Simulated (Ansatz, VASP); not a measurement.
# Cross-check of Ge4H (armchair Ge ribbon N=8 H edges) between VASP and Ansatz, part 2 of 3

Wanted: the spread between two codes on one cell, functional and k mesh. Of the first pair: The structure shown is the start of the Ansatz relaxation below; VASP solves that cell, so the two are compared at the walk's first step.

VASP 6.6.1 and Ansatz 0.2.0.

So far: Set-up; Ansatz: relaxation, PBE.

### 3. VASP: single point, PBE, start cell, pair 1

Level of this step: PBE; plane waves and PAW (Ge_d, H) (VASP).

The same cell, functional, mesh and smearing now go to VASP, with its own data sets.

Lines of VASP's logs that name or quote its potential files are left out, and so is its time.

The input, INCAR:

```
SYSTEM = Ge4H
PREC = Accurate
ENCUT = 410
EDIFF = 1E-06
NELM = 120
ISMEAR = -1
SIGMA = 0.05
LREAL = .FALSE.
ALGO = Normal
GGA = PE
NBANDS = 141
LORBIT = 11
LWAVE = .FALSE.
LCHARG = .FALSE.
ISIF = 2
LASPH = .TRUE.
GGA_COMPAT = .FALSE.
KPAR = 4
```

The input, POSCAR:

```
Ge4H
1.0
   23.9220000000      0.0000000000      0.0000000000
    0.0000000000      7.6700000000      0.0000000000
    0.0000000000      0.0000000000      7.0800000000
Ge H
16 4
Direct
    0.2009710727      0.5436766623      0.0000000000
    0.3718447454      0.5436766623      0.0000000000
    0.5427184182      0.5436766623      0.0000000000
    0.7135920910      0.5436766623      0.0000000000
    0.2009710727      0.4563233377      0.3333333333
    0.3718447454      0.4563233377      0.3333333333
    0.5427184182      0.4563233377      0.3333333333
    0.7135920910      0.4563233377      0.3333333333
    0.2864079090      0.5436766623      0.5000000000
    0.4572815818      0.5436766623      0.5000000000
    0.6281552546      0.5436766623      0.5000000000
    0.7990289273      0.5436766623      0.5000000000
    0.2864079090      0.4563233377      0.8333333333
    0.4572815818      0.4563233377      0.8333333333
    0.6281552546      0.4563233377      0.8333333333
    0.7990289273      0.4563233377      0.8333333333
    0.8536940055      0.5436766623      0.3933615819
    0.1463059945      0.4563233377      0.4399717514
    0.1463059945      0.5436766623      0.8933615819
    0.8536940055      0.4563233377      0.9399717514
```

The input, KPOINTS:

```
Automatic mesh
0
Gamma
1 1 12
0 0 0
```

Potentials, in the order of the species: Ge_d and H (PBE family, release 64).

On the command line:

```sh
$ mpirun -np 4 vasp_std
```

Numbers of over 12 decimals in the logs are rounded to 6 here.

Log:

```text
[banner, memory and clock lines left out]
running    4 mpi-ranks, on    1 nodes
 distrk:  each k-point on    1 cores,    4 groups
 distr:  one band on    1 cores,    1 groups

 POSCAR found type information on POSCAR GeH
 POSCAR found :  2 types and      20 ions
|                                                                             |
|               ----> ADVICE to this user running VASP <----                  |
|                                                                             |
|     You have a (more or less) 'large supercell' and for larger cells it     |
|     might be more efficient to use real-space projection operators.         |
|     Therefore, try LREAL= Auto in the INCAR file.                           |
|     Mind: For very accurate calculation, you might also keep the            |
|     reciprocal projection scheme (i.e. LREAL=.FALSE.).                      |
|                                                                             |

 LDA part: xc-table for (Slater+PW92), standard interpolation
 POSCAR, INCAR and KPOINTS ok, starting setup
 FFT: planning ... GRIDC
 FFT: planning ... GRID_SOFT
 FFT: planning ... GRID
 WAVECAR not read
 entering main loop
       N       E                     dE             d eps       ncg     rms          rms(c)
DAV:   1     0.221088716025E+04    0.22109E+04   -0.10060E+05  2379   0.224E+03
DAV:   2     0.322975525641E+03   -0.18879E+04   -0.18276E+04  2502   0.549E+02
DAV:   3    -0.444328738575E+02   -0.36741E+03   -0.35812E+03  2647   0.204E+02
DAV:   4    -0.766002589637E+02   -0.32167E+02   -0.31794E+02  2252   0.664E+01
DAV:   5    -0.779333257800E+02   -0.13331E+01   -0.13311E+01  2772   0.145E+01    0.100E+01
DAV:   6    -0.764996028521E+02    0.14337E+01   -0.73403E-01  2252   0.468E+00    0.582E+00
DAV:   7    -0.757089099478E+02    0.79069E+00   -0.24094E+00  2644   0.592E+00    0.984E-01
DAV:   8    -0.757257501808E+02   -0.16840E-01   -0.43045E-01  2204   0.393E+00    0.572E-01
DAV:   9    -0.757184195136E+02    0.73307E-02   -0.60311E-02  2252   0.291E+00    0.293E-01
DAV:  10    -0.757166752998E+02    0.17442E-02   -0.99216E-03  2164   0.252E+00    0.151E-01
DAV:  11    -0.757148734469E+02    0.18019E-02   -0.88385E-03  2716   0.520E-01    0.852E-02
DAV:  12    -0.757133625742E+02    0.15109E-02   -0.19108E-03  2220   0.472E-01    0.532E-02
DAV:  13    -0.757142489635E+02   -0.88639E-03   -0.88352E-04  2034   0.420E-01    0.233E-02
DAV:  14    -0.757147537145E+02   -0.50475E-03   -0.29494E-04  2151   0.252E-01    0.187E-02
DAV:  15    -0.757153561652E+02   -0.60245E-03   -0.14628E-04  2274   0.155E-01    0.952E-03
DAV:  16    -0.757158971783E+02   -0.54101E-03   -0.95645E-05  2551   0.911E-02    0.698E-03
DAV:  17    -0.757161302238E+02   -0.23305E-03   -0.30916E-05  2274   0.742E-02    0.441E-03
DAV:  18    -0.757164540205E+02   -0.32380E-03   -0.36015E-05  2035   0.397E-02    0.339E-03
DAV:  19    -0.757165166613E+02   -0.62641E-04   -0.91503E-06  2015   0.379E-02    0.283E-03
DAV:  20    -0.757165237179E+02   -0.70566E-05   -0.49030E-06  1709   0.149E-02    0.973E-04
DAV:  21    -0.757165236466E+02    0.71304E-07   -0.10636E-06  1540   0.115E-02
   1 F= -.75716524E+02 E0= -.75710012E+02  d E =-.130236E-01
```

Parts of OUTCAR (step 3):

```text
ion  position               nearest neighbor table
   1  0.201  0.544  0.000-  19 1.51   5 2.45  13 2.45
   2  0.372  0.544  0.000-   6 2.45  13 2.45  14 2.45
   3  0.543  0.544  0.000-   7 2.45  15 2.45  14 2.45
   4  0.714  0.544  0.000-   8 2.45  16 2.45  15 2.45
   5  0.201  0.456  0.333-  18 1.51   1 2.45   9 2.45
   6  0.372  0.456  0.333-   2 2.45   9 2.45  10 2.45
   7  0.543  0.456  0.333-   3 2.45  11 2.45  10 2.45
   8  0.714  0.456  0.333-   4 2.45  12 2.45  11 2.45
   9  0.286  0.544  0.500-  13 2.45   5 2.45   6 2.45
  10  0.457  0.544  0.500-  14 2.45   6 2.45   7 2.45
  11  0.628  0.544  0.500-  15 2.45   8 2.45   7 2.45
  12  0.799  0.544  0.500-  17 1.51  16 2.45   8 2.45
  13  0.286  0.456  0.833-   9 2.45   1 2.45   2 2.45
  14  0.457  0.456  0.833-  10 2.45   2 2.45   3 2.45
  15  0.628  0.456  0.833-  11 2.45   4 2.45   3 2.45
  16  0.799  0.456  0.833-  20 1.51  12 2.45   4 2.45
  17  0.854  0.544  0.393-  12 1.51
  18  0.146  0.456  0.440-   5 1.51
  19  0.146  0.544  0.893-   1 1.51
  20  0.854  0.456  0.940-  16 1.51

  LATTYP: Found a simple orthorhombic cell.
 ALAT       =     7.0800000000
 B/A-ratio  =     1.0833333333
 C/A-ratio  =     3.3788135593

 Subroutine GETGRP returns: Found  4 space group operations
 (whereof  1 operations were pure point group operations)

The static configuration has the point symmetry C_1 .
 The point group associated with its full space group is C_2h.

 Found      7 irreducible k-points:

   k-points           NKPTS =      7   k-points in BZ     NKDIM =      7   number of bands    NBANDS=    141

   dimension x,y,z NGX =   160 NGY =   54 NGZ =   48
   dimension x,y,z NGXF=   320 NGYF=  108 NGZF=   96

   ENCUT  =  410.0 eV  30.13 Ry    5.49 a.u.  39.50 12.66 11.69*2*pi/ulx,y,z

   NELECT =     228.0000    total number of electrons

 k-points in reciprocal lattice and weights: Automatic mesh
   0.00000000  0.00000000  0.00000000       0.083
   0.00000000  0.00000000  0.08333333       0.167
   0.00000000  0.00000000  0.16666667       0.167
   0.00000000  0.00000000  0.25000000       0.167
   0.00000000  0.00000000  0.33333333       0.167
   0.00000000  0.00000000  0.41666667       0.167
   0.00000000  0.00000000  0.50000000       0.083

 average (electrostatic) potential at core
       1 -80.9007       2 -80.8793       3 -80.8593       4 -80.8781       5 -80.9007
       6 -80.8793       7 -80.8593       8 -80.8781       9 -80.8781      10 -80.8593
      11 -80.8793      12 -80.9007      13 -80.8781      14 -80.8593      15 -80.8793
      16 -80.9007      17 -39.1249      18 -39.1249      19 -39.1249      20 -39.1249

 E-fermi :  -1.6754

 k-point     1 :       0.0000    0.0000    0.0000
  band No.  band energies     occupation
    ...
    111      -2.5530      2.00000
    112      -2.2897      1.99999
    113      -2.2223      1.99996
    114      -1.6790      1.03646
    115      -1.6713      0.95888
    116      -1.3199      0.00163
    117      -1.1013      0.00002
    118      -1.0471      0.00001
    119      -1.0166      0.00000
    120      -0.3167      0.00000
    ...

 k-point     2 :       0.0000    0.0000    0.0833
  band No.  band energies     occupation
    ...
    110      -2.7447      2.00000
    111      -2.7254      2.00000
    112      -2.3385      2.00000
    113      -2.2833      1.99999
    114      -1.9258      1.98671
    115      -1.4297      0.01459
    116      -1.2031      0.00016
    117      -1.0238      0.00000
    118      -1.0149      0.00000
    119      -0.8774      0.00000
    ...

 k-point     3 :       0.0000    0.0000    0.1667
  band No.  band energies     occupation
    ...
    110      -2.9113      2.00000
    111      -2.8917      2.00000
    112      -2.5491      2.00000
    113      -2.3276      2.00000
    114      -2.1757      1.99991
    115      -1.1943      0.00013
    116      -1.0561      0.00001
    117      -0.9190      0.00000
    118      -0.8311      0.00000
    119      -0.4961      0.00000
    ...

  Total       -6.1335188      1.3519220     -8.6048031      0.0000000      0.8528081      0.0000000
  in kB       -7.5647429      1.6673859    -10.6126883      0.0000000      1.0518064      0.0000000
  external PRESSURE =      -5.5033485 kB  Pullay stress =       0.0000000 kB

  energy-cutoff  :      410.00
  volume of cell :     1299.05
      direct lattice vectors                 reciprocal lattice vectors
    23.922000000  0.000000000  0.000000000     0.041802525  0.000000000  0.000000000
     0.000000000  7.670000000  0.000000000     0.000000000  0.130378096  0.000000000
     0.000000000  0.000000000  7.080000000     0.000000000  0.000000000  0.141242938

 POSITION                                       TOTAL-FORCE (eV/Angst)
 -----------------------------------------------------------------------------------
      4.80763      4.17000      0.00000         1.187754      0.082066      1.138565
      8.89527      4.17000      0.00000        -0.075814      0.069023      0.032436
     12.98291      4.17000      0.00000        -0.036807      0.058390      0.033032
     17.07055      4.17000      0.00000         0.265527      0.032900     -0.191783
      4.80763      3.50000      2.36000         1.187754     -0.082066     -1.138565
      8.89527      3.50000      2.36000        -0.075814     -0.069023     -0.032436
     12.98291      3.50000      2.36000        -0.036807     -0.058390     -0.033032
     17.07055      3.50000      2.36000         0.265527     -0.032900      0.191783
      6.85145      4.17000      3.54000        -0.265527      0.032900     -0.191783
     10.93909      4.17000      3.54000         0.036807      0.058390      0.033032
     15.02673      4.17000      3.54000         0.075814      0.069023      0.032436
     19.11437      4.17000      3.54000        -1.187754      0.082066      1.138565
      6.85145      3.50000      5.90000        -0.265527     -0.032900      0.191783
     10.93909      3.50000      5.90000         0.036807     -0.058390     -0.033032
     15.02673      3.50000      5.90000         0.075814     -0.069023     -0.032436
     19.11437      3.50000      5.90000        -1.187754     -0.082066     -1.138565
     20.42207      4.17000      2.78500         0.673289     -0.257850     -0.389855
      3.49993      3.50000      3.11500        -0.673289      0.257850      0.389855
      3.49993      4.17000      6.32500        -0.673289     -0.257850     -0.389855
     20.42207      3.50000      6.65500         0.673289      0.257850      0.389855
 -----------------------------------------------------------------------------------
    total drift:                                0.000000      0.000000      0.000000

  FREE ENERGIE OF THE ION-ELECTRON SYSTEM (eV)
  ---------------------------------------------------
  free  energy   TOTEN  =       -75.7165236466 eV

  energy  without entropy=      -75.7035000831  energy(sigma->0) =      -75.71001186

 total charge
# of ion       s       p       d       tot
------------------------------------------
    1        1.143   1.214  10.015  12.371
    2        1.185   1.112  10.001  12.297
    3        1.183   1.116  10.001  12.299
    4        1.178   1.116  10.001  12.295
    5        1.143   1.214  10.015  12.371
    6        1.185   1.112  10.001  12.297
    7        1.183   1.116  10.001  12.299
    8        1.178   1.116  10.001  12.295
    9        1.178   1.116  10.001  12.295
   10        1.183   1.116  10.001  12.299
   11        1.185   1.112  10.001  12.297
   12        1.143   1.214  10.015  12.371
   13        1.178   1.116  10.001  12.295
   14        1.183   1.116  10.001  12.299
   15        1.185   1.112  10.001  12.297
   16        1.143   1.214  10.015  12.371
   17        0.549   0.014   0.000   0.563
   18        0.549   0.014   0.000   0.563
   19        0.549   0.014   0.000   0.563
   20        0.549   0.014   0.000   0.563
--------------------------------------------------
tot         20.947  18.289 160.066 199.302

[... 3 further parts left out ...]
```

### 4. Side by side

Known differences besides the potentials themselves: the cutoff is 420 eV in Ansatz and 410 eV in VASP. Total energies have different zeros and are not compared.

Forces on 7 of the 20 atoms, those with the largest forces and the largest differences (eV/Å; atoms numbered as in POSCAR):

```tsv
atom	Ansatz x, y, z	VASP x, y, z
Ge1	1.211, 0.085, 1.147	1.188, 0.082, 1.139
Ge5	1.211, -0.085, -1.147	1.188, -0.082, -1.139
Ge12	-1.211, 0.085, 1.147	-1.188, 0.082, 1.139
Ge16	-1.211, -0.085, -1.147	-1.188, -0.082, -1.139
H18	-0.698, 0.258, 0.404	-0.673, 0.258, 0.390
H19	-0.698, -0.258, -0.404	-0.673, -0.258, -0.390
H20	0.698, 0.258, 0.404	0.673, 0.258, 0.390
```

The forces differ by 9.8 meV/Å r.m.s., which is 2.0 % of the r.m.s. force of 0.484 eV/Å (both taken over all components).

(Part 2 of 3 ends here.)

[Lines on the potential files, build, host, timing and source positions are cut from VASP's logs without a mark.]

[Logs are printed without paths, hosts, clocks, repeated set-up lines and the standing remarks that a program may print on its own settings, such as how far it seeks lower states.]

[Hosts, paths, dates, database ids (printed as entryN), source tags and the programs' standing remarks are cut or masked in the printed files.]
